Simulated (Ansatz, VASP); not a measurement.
# PtS2: VASP beside Ansatz, part 2 of 2

Aim: how closely do two programs agree when they are given the same cell, functional and k mesh? The cell is taken from a series of runs on this material, whose earlier steps may have relaxed, scaled, displaced or heated it; both programs get it as it stands.

VASP 6.6.1 and Ansatz 0.2.0.

So far: The structure; Ansatz: zone-centre phonons, PBEsol with D3(BJ).

### 3. VASP: zone-centre phonons, PBEsol with D3(BJ)

Level of this step: PBEsol with D3(BJ); plane waves and PAW (S, Pt) (VASP).

The same cell, functional, mesh and smearing now go to VASP, with its own data sets.

Lines of VASP's logs that name or quote its potential files are left out, and so is its time.

INCAR reads:

```
SYSTEM = PtS2
PREC = Accurate
ENCUT = 500
EDIFF = 1E-08
NELM = 120
ISMEAR = 1
SIGMA = 0.2
LREAL = .FALSE.
ALGO = Normal
GGA = PS
IVDW = 12
NBANDS = 17
LASPH = .TRUE.
LORBIT = 11
LWAVE = .FALSE.
LCHARG = .FALSE.
ISIF = 2
IBRION = 6
NFREE = 2
POTIM = 0.015
NSW = 1
GGA_COMPAT = .FALSE.
KPAR = 2
```

POSCAR reads:

```
PtS2
1.0
    3.5663198429      0.0000000000      0.0000000000
   -1.7831599214      3.0885235820      0.0000000000
    0.0000000000      0.0000000000      4.4537302796
S Pt
2 1
Direct
    0.3333333333      0.6666666667      0.2673001743
    0.6666666667      0.3333333333      0.7326998257
    0.0000000000      0.0000000000      0.0000000000
```

KPOINTS reads:

```
Automatic mesh
0
Gamma
15 15 12
0 0 0
```

The projector-augmented-wave data sets are S and Pt (PBE family, release 64).

Run with:

```console
$ mpirun -np 2 vasp_std
```

Numbers of over 12 decimals in the logs are rounded to 6 here.

Output:

```text
[banner, memory and clock lines left out]
running    2 mpi-ranks, on    1 nodes
 distrk:  each k-point on    1 cores,    2 groups
 distr:  one band on    1 cores,    1 groups

 POSCAR found type information on POSCAR S Pt
 POSCAR found :  2 types and       3 ions
|                                                                             |
|               ----> ADVICE to this user running VASP <----                  |
|                                                                             |
|     You enforced a specific xc type in the INCAR file but a different       |
|     [... a line on the potential file left out ...]
|     I HOPE YOU KNOW WHAT YOU ARE DOING!                                     |
|                                                                             |

 LDA part: xc-table for (Slater+PW92), standard interpolation
 POSCAR, INCAR and KPOINTS ok, starting setup
 FFT: planning ... GRIDC
 FFT: planning ... GRID_SOFT
 FFT: planning ... GRID
 WAVECAR not read
 entering main loop
       N       E                     dE             d eps       ncg     rms          rms(c)
DAV:   1     0.107282912061E+03    0.10728E+03   -0.10468E+04  9848   0.114E+03
DAV:   2    -0.134403473244E+02   -0.12072E+03   -0.11715E+03 12032   0.228E+02
DAV:   3    -0.181976182827E+02   -0.47573E+01   -0.47208E+01 12125   0.465E+01
DAV:   4    -0.182427452437E+02   -0.45127E-01   -0.45098E-01 12839   0.501E+00
DAV:   5    -0.182433199759E+02   -0.57473E-03   -0.57469E-03 12625   0.549E-01    0.192E+01
DAV:   6    -0.172372580261E+02    0.10061E+01   -0.67759E+00  9827   0.247E+01    0.128E+01
DAV:   7    -0.169991684060E+02    0.23809E+00   -0.12262E+00  9827   0.114E+01    0.590E+00
DAV:   8    -0.169718645838E+02    0.27304E-01   -0.71604E-02 10981   0.200E+00    0.130E+00
DAV:   9    -0.169683916178E+02    0.34730E-02   -0.85406E-03 11937   0.916E-01    0.247E-01
DAV:  10    -0.169684273869E+02   -0.35769E-04   -0.11899E-03 11452   0.236E-01    0.855E-02
DAV:  11    -0.169684410749E+02   -0.13688E-04   -0.43068E-05 13091   0.617E-02    0.362E-02
DAV:  12    -0.169684402539E+02    0.82097E-06   -0.85714E-06 11294   0.287E-02    0.695E-03
DAV:  13    -0.169684405811E+02   -0.32714E-06   -0.63757E-07 12415   0.590E-03    0.310E-03
DAV:  14    -0.169684406033E+02   -0.22281E-07   -0.50580E-08 12194   0.176E-03    0.994E-04
DAV:  15    -0.169684405878E+02    0.15503E-07   -0.79723E-09  7876   0.681E-04    0.292E-04
DAV:  16    -0.169684405816E+02    0.62375E-08   -0.16747E-09  5383   0.318E-04
   1 F= -.18186950E+02 E0= -.18187584E+02  d E =0.190329E-02
[... from here on, the cycles between the ionic steps are left out ...]
   2 F= -.18185870E+02 E0= -.18186506E+02  d E =0.190807E-02
   3 F= -.18185870E+02 E0= -.18186506E+02  d E =0.190817E-02
   4 F= -.18185193E+02 E0= -.18185831E+02  d E =0.191474E-02
   5 F= -.18186111E+02 E0= -.18186746E+02  d E =0.190527E-02
   6 F= -.18184984E+02 E0= -.18185621E+02  d E =0.191333E-02
   7 F= -.18184984E+02 E0= -.18185621E+02  d E =0.191333E-02
   8 F= -.18184845E+02 E0= -.18185478E+02  d E =0.189917E-02
 Finite differences progress:
  Degree of freedom:   4/  4
  Displacement:        1/  2
  Total:               7/  8
 bond charge predicted
       N       E                     dE             d eps       ncg     rms          rms(c)
DAV:   1    -0.169610797028E+02    0.52559E-02   -0.48004E+00  9678   0.115E+01    0.549E-01
DAV:   2    -0.169673076068E+02   -0.62279E-02   -0.66120E-02 11694   0.185E+00    0.237E-01
DAV:   3    -0.169665796558E+02    0.72795E-03   -0.17216E-03 12256   0.271E-01    0.140E-01
DAV:   4    -0.169663373982E+02    0.24226E-03   -0.10770E-03 11036   0.175E-01    0.382E-02
DAV:   5    -0.169663384550E+02   -0.10568E-05   -0.32578E-05 11805   0.402E-02    0.149E-02
DAV:   6    -0.169663356780E+02    0.27770E-05   -0.93259E-06 11361   0.207E-02    0.659E-03
DAV:   7    -0.169663356783E+02   -0.28967E-09   -0.27429E-06 12254   0.102E-02    0.364E-03
DAV:   8    -0.169663356067E+02    0.71537E-07   -0.57626E-07 10522   0.436E-03    0.677E-04
DAV:   9    -0.169663356072E+02   -0.45429E-09   -0.15221E-08  8547   0.897E-04
   9 F= -.18184845E+02 E0= -.18185478E+02  d E =0.189916E-02
 Finite differences progress:
  Degree of freedom:   4/  4
  Displacement:        2/  2
  Total:               8/  8
```

OUTCAR, selected parts (step 3):

```text
ion  position               nearest neighbor table
   1  0.333  0.667  0.267-   3 2.38   3 2.38   3 2.38
   2  0.667  0.333  0.733-   3 2.38   3 2.38   3 2.38
   3  0.000  0.000  0.000-   1 2.38   2 2.38   1 2.38   2 2.38   2 2.38   1 2.38

  LATTYP: Found a hexagonal cell.
 ALAT       =     3.5663198429
 C/A-ratio  =     1.2488308609

 Subroutine GETGRP returns: Found 12 space group operations
 (whereof 12 operations were pure point group operations)

The static configuration has the point symmetry D_3d.

 Found    284 irreducible k-points:

   k-points           NKPTS =    284   k-points in BZ     NKDIM =    284   number of bands    NBANDS=     17

   dimension x,y,z NGX =    28 NGY =   28 NGZ =   32
   dimension x,y,z NGXF=    56 NGYF=   56 NGZF=   64

   ENCUT  =  500.0 eV  36.75 Ry    6.06 a.u.   6.50  6.50  8.12*2*pi/ulx,y,z

   NELECT =      22.0000    total number of electrons

 k-points in reciprocal lattice and weights: Automatic mesh
   0.00000000  0.00000000  0.00000000       0.000
   0.06666667  0.00000000  0.00000000       0.002
   0.13333333 -0.00000000  0.00000000       0.002
   0.20000000  0.00000000  0.00000000       0.002
   0.26666667 -0.00000000  0.00000000       0.002
   0.33333333  0.00000000  0.00000000       0.002
   0.40000000  0.00000000  0.00000000       0.002
   0.46666667  0.00000000  0.00000000       0.002
   0.06666667  0.06666667  0.00000000       0.002
[...]
0.33333333  0.26666667  0.50000000       0.004
   0.33333333  0.33333333  0.50000000       0.001

 Edisp (eV)   -1.21851

 average (electrostatic) potential at core
       1 -84.1141       2 -84.1516       3 -66.6939

 E-fermi :   8.6592

 k-point     1 :       0.0000    0.0000    0.0000
  band No.  band energies     occupation
    ...
      6       4.3046      2.00000
      7       4.3046      2.00000
      8       6.1462      2.00000
      9       7.0349      2.00000
     10       7.0349      2.00000
     11       8.9722     -0.04934
     12       9.5977     -0.00000
     13       9.5977     -0.00000
     14      11.7649     -0.00000
     15      13.7921      0.00000
    ...

 k-point     2 :       0.0667    0.0000    0.0000
  band No.  band energies     occupation
    ...
      7       4.2583      2.00000
      8       5.9762      2.00000
      9       6.9363      2.00000
     10       6.9874      2.00000
     11       8.5960      1.50609
     12       9.6485     -0.00000
     13       9.8213     -0.00000
     14      12.1174     -0.00000
     15      14.0255      0.00000
     16      15.7379      0.00000
    ...

 k-point     3 :       0.1333   -0.0000    0.0000
  band No.  band energies     occupation
    ...
      7       4.1411      2.00000
      8       5.5321      2.00000
      9       6.7458      2.00000
     10       6.8309      2.00000
     11       8.0203      2.00006
     12       9.8121     -0.00000
     13      10.0752     -0.00000
     14      12.8801      0.00000
     15      14.5419      0.00000
     16      15.5831      0.00000
    ...

 Edisp (eV)   -1.21851

  Total      -0.50653    -0.50653    -0.44019    -0.00000     0.00000     0.00000
  in kB     -16.54312   -16.54312   -14.37659    -0.00000     0.00000     0.00000
  external pressure =      -15.82 kB  Pullay stress =        0.00 kB

  energy-cutoff  :      500.00
  volume of cell :       49.06
      direct lattice vectors                 reciprocal lattice vectors
     3.566319843  0.000000000  0.000000000     0.280401098  0.161889649  0.000000000
    -1.783159921  3.088523582  0.000000000     0.000000000  0.323779299  0.000000000
     0.000000000  0.000000000  4.453730280     0.000000000  0.000000000  0.224530885

 POSITION                                       TOTAL-FORCE (eV/Angst)
 -----------------------------------------------------------------------------------
     -0.00000      2.05902      1.19048        -0.000000     -0.000000     -0.169341
      1.78316      1.02951      3.26325        -0.000000      0.000000     -0.111261
      0.00000      0.00000     -0.01500         0.000000     -0.000000      0.280602
 -----------------------------------------------------------------------------------
    total drift:                                0.000000     -0.000000      0.000049

  FREE ENERGIE OF THE ION-ELECTRON SYSTEM (eV)
  ---------------------------------------------------
  free  energy   TOTEN  =       -18.1848446788 eV

  energy  without entropy=      -18.1867438437  energy(sigma->0) =      -18.18547773

 Eigenvectors and eigenvalues of the dynamical matrix
 ----------------------------------------------------

   1 f  =   10.224167 THz    64.240338 2PiTHz  341.041512 cm-1    42.283739 meV
             X         Y         Z           dx          dy          dz
     -0.000000  2.059016  1.190483    -0.000000    0.000000   -0.707107
      1.783160  1.029508  3.263247    -0.000000    0.000000    0.707107
      0.000000  0.000000  0.000000     0.000000   -0.000000    0.000000

   2 f  =    9.732813 THz    61.153071 2PiTHz  324.651711 cm-1    40.251664 meV
             X         Y         Z           dx          dy          dz
     -0.000000  2.059016  1.190483     0.000000    0.000000   -0.613428
      1.783160  1.029508  3.263247     0.000000    0.000000   -0.613428
      0.000000  0.000000  0.000000    -0.000000   -0.000000    0.497405

   3 f  =    9.409450 THz    59.121316 2PiTHz  313.865458 cm-1    38.914340 meV
             X         Y         Z           dx          dy          dz
     -0.000000  2.059016  1.190483     0.309884    0.529368    0.000000
      1.783160  1.029508  3.263247     0.309884    0.529368    0.000000
      0.000000  0.000000  0.000000    -0.251321   -0.429327   -0.000000

   4 f  =    9.409450 THz    59.121316 2PiTHz  313.865458 cm-1    38.914340 meV
             X         Y         Z           dx          dy          dz
     -0.000000  2.059016  1.190483     0.529368   -0.309884   -0.000000
      1.783160  1.029508  3.263247     0.529368   -0.309884    0.000000
      0.000000  0.000000  0.000000    -0.429327    0.251321    0.000000

   5 f  =    8.923571 THz    56.068451 2PiTHz  297.658295 cm-1    36.904908 meV
             X         Y         Z           dx          dy          dz
     -0.000000  2.059016  1.190483    -0.357230   -0.610235    0.000000
      1.783160  1.029508  3.263247     0.357230    0.610235   -0.000000
      0.000000  0.000000  0.000000     0.000000    0.000000    0.000000

   6 f  =    8.923571 THz    56.068451 2PiTHz  297.658295 cm-1    36.904908 meV
             X         Y         Z           dx          dy          dz
     -0.000000  2.059016  1.190483    -0.610235    0.357230   -0.000000
      1.783160  1.029508  3.263247     0.610235   -0.357230    0.000000
      0.000000  0.000000  0.000000    -0.000000   -0.000000   -0.000000

   7 f/i=    0.000001 THz     0.000006 2PiTHz    0.000033 cm-1     0.000004 meV
             X         Y         Z           dx          dy          dz
     -0.000000  2.059016  1.190483    -0.000000    0.000000    0.351718
      1.783160  1.029508  3.263247    -0.000000    0.000000    0.351718
      0.000000  0.000000  0.000000    -0.000000    0.000000    0.867519

   8 f/i=    0.000790 THz     0.004963 2PiTHz    0.026348 cm-1     0.003267 meV
             X         Y         Z           dx          dy          dz
     -0.000000  2.059016  1.190483    -0.019410   -0.351234    0.000000
      1.783160  1.029508  3.263247    -0.019410   -0.351234    0.000000
      0.000000  0.000000  0.000000    -0.047866   -0.866155    0.000000

   9 f/i=    0.000790 THz     0.004963 2PiTHz    0.026348 cm-1     0.003267 meV
             X         Y         Z           dx          dy          dz
     -0.000000  2.059016  1.190483     0.351234   -0.019410    0.000000
      1.783160  1.029508  3.263247     0.351234   -0.019410    0.000000
      0.000000  0.000000  0.000000     0.866155   -0.047866    0.000000

 ELASTIC MODULI CONTR FROM IONIC RELAXATION (kBar)
 Direction    XX          YY          ZZ          XY          YZ          ZX
 --------------------------------------------------------------------------------
 XX        -751.7529   -463.6602   -689.4945     -0.0000    281.9161      0.0000
 YY        -463.6602   -751.7529   -689.4945     -0.0000   -281.9161     -0.0000
 ZZ        -689.4945   -689.4945   -782.2899     -0.0000      0.0000      0.0000
 XY          -0.0000     -0.0000     -0.0000   -144.0464     -0.0000    281.9174
 YZ         281.9161   -281.9161      0.0000     -0.0000   -551.7438     -0.0000
 ZX           0.0000     -0.0000      0.0000    281.9174     -0.0000   -551.7487
 --------------------------------------------------------------------------------

 total charge
# of ion       s       p       d       tot
------------------------------------------
    1        1.362   2.241   0.000   3.603
    2        1.362   2.241   0.000   3.603
    3        0.704   0.799   8.015   9.518
--------------------------------------------------
tot          3.427   5.281   8.015  16.724

[... 3 further parts left out ...]
```

CONTCAR:

```
PtS2
   1.00000000000000
     3.5663198429000000    0.0000000000000000    0.0000000000000000
    -1.7831599214000000    3.0885235820000001    0.0000000000000000
     0.0000000000000000    0.0000000000000000    4.4537302796000002
  S               Pt
     2     1
Direct
     0.3333333332999970    0.6666666667000030    0.2673001742999972
     0.6666666667000030    0.3333333332999970    0.7326998257000028
     0.0000000000000000    0.0000000000000000   -0.0033679632708578
```

Levels, forces or a CONTCAR printed for this step are those of its last displaced cell, not of the structure at rest.

### 4. Comparison

Known differences besides the potentials themselves: the data sets hold 30 valence electrons in Ansatz (on its PAW soft_1 files) and 22 in VASP; the cutoff is 420 eV in Ansatz and 500 eV in VASP; Ansatz makes its cores anew for this functional, VASP keeps those of its PBE data sets; Ansatz takes the dispersion share of the force constants at frozen C6 weights, VASP differentiates the full forces; VASP uses finite displacements, Ansatz perturbation theory. Total energies have different zeros and are not compared.

Both answers:

```csv
quantity,Ansatz,VASP,difference
optical mode 1 to 2 (cm⁻¹),297.8,297.7,+0.03 %
optical mode 3 to 4 (cm⁻¹),313.6,313.9,-0.08 %
optical mode 5 (cm⁻¹),323.9,324.7,-0.25 %
optical mode 6 (cm⁻¹),341.1,341.0,+0.01 %
```

Modes are paired by rising frequency, not by their patterns, so a pair may set unlike modes beside each other; they are those without the splitting of longitudinal modes.

### 5. Summary of results

```yaml
r_m_s_difference_of_the_optical_zone_centre_modes_each_program_s_sorted_by_frequency_zone_centre_phonons_pbesol_with_d3_bj: 0.36 cm⁻¹
```

**Reading.** The r.m.s. difference of the optical zone-centre modes, each program's sorted by frequency is 0.36 cm⁻¹ (zone-centre phonons, PBEsol with D3(BJ)). The data sets hold unlike numbers of valence electrons (30 in Ansatz and 22 in VASP), so part of the differences comes from the potentials. How closely two codes agree says nothing of how well the functional describes the real material.

[Lines on the potential files, build, host, timing and source positions are cut from VASP's logs without a mark.]

[Logs are printed without paths, hosts, clocks, repeated set-up lines and the standing remarks that a program may print on its own settings, such as how far it seeks lower states.]

[Hosts, paths, dates, database ids (printed as entryN), source tags and the programs' standing remarks are cut or masked in the printed files.]
